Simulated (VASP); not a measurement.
OSZICAR of a VASP run on HBr (space group Cmc2_1):

File OSZICAR:
```
       N       E                     dE             d eps       ncg     rms          rms(c)
DAV:   1     0.409367601784E+02    0.40937E+02   -0.45732E+03  3456   0.296E+02
DAV:   2    -0.338698718867E+02   -0.74807E+02   -0.69800E+02  4252   0.852E+01
DAV:   3    -0.379098716832E+02   -0.40400E+01   -0.39973E+01  4312   0.196E+01
DAV:   4    -0.379304809162E+02   -0.20609E-01   -0.20606E-01  4088   0.149E+00
DAV:   5    -0.379305783098E+02   -0.97394E-04   -0.97393E-04  4104   0.103E-01    0.786E+00
DAV:   6    -0.359222007064E+02    0.20084E+01   -0.25173E-01  3672   0.205E+00    0.529E+00
DAV:   7    -0.326962950765E+02    0.32259E+01   -0.42414E-01  3848   0.243E+00    0.140E+00
DAV:   8    -0.341896942864E+02   -0.14934E+01   -0.25131E-01  3456   0.181E+00    0.466E-01
DAV:   9    -0.343408270108E+02   -0.15113E+00   -0.66388E-02  3520   0.107E+00    0.175E-01
DAV:  10    -0.345050126781E+02   -0.16419E+00   -0.15367E-01  3464   0.176E+00    0.230E-01
DAV:  11    -0.344278723237E+02    0.77140E-01   -0.75507E-03  3984   0.391E-01    0.204E-01
DAV:  12    -0.344689222375E+02   -0.41050E-01   -0.75912E-03  3576   0.441E-01    0.128E-01
DAV:  13    -0.345090192697E+02   -0.40097E-01   -0.26706E-02  3516   0.771E-01    0.545E-02
DAV:  14    -0.345074805104E+02    0.15388E-02   -0.78954E-04  3780   0.105E-01    0.383E-02
DAV:  15    -0.345100843569E+02   -0.26038E-02   -0.18216E-03  3672   0.193E-01    0.268E-02
DAV:  16    -0.345105754425E+02   -0.49109E-03   -0.82235E-05  4012   0.374E-02    0.228E-02
DAV:  17    -0.345108344851E+02   -0.25904E-03   -0.97876E-05  3580   0.432E-02    0.164E-02
DAV:  18    -0.345108451574E+02   -0.10672E-04   -0.12245E-05  3916   0.170E-02    0.756E-03
DAV:  19    -0.345108647173E+02   -0.19560E-04   -0.92455E-06  3640   0.137E-02    0.215E-03
DAV:  20    -0.345108658329E+02   -0.11156E-05   -0.10865E-06  3868   0.440E-03    0.278E-03
DAV:  21    -0.345108629068E+02    0.29261E-05   -0.15425E-06  3652   0.541E-03    0.822E-04
DAV:  22    -0.345108654903E+02   -0.25835E-05   -0.41870E-06  3584   0.870E-03    0.549E-04
DAV:  23    -0.345108663355E+02   -0.84524E-06   -0.54916E-07  3616   0.296E-03    0.177E-04
DAV:  24    -0.345108663539E+02   -0.18343E-07   -0.53139E-09  3484   0.315E-04
   1 F= -.34510866E+02 E0= -.34510866E+02  d E =-.705562E-20
 imaginary and real dielectric function
```

Which electronic solver shows in the log?

It is blocked Davidson (ALGO = Normal, or the opening steps of other solvers). The INCAR had ALGO = Normal.

Can the final energy be trusted as converged?

The calculation finished and met its thresholds. It stopped with EDIFF = 1E-7, NELM = 100 (r2SCAN meta-GGA, plane waves, VASP's PBE PAW potentials (set 64)).

The structure comes from a measured HBr entry (Cmc2_1) of the Crystallography Open Database, whose conditions weren't checked. It was relaxed first.
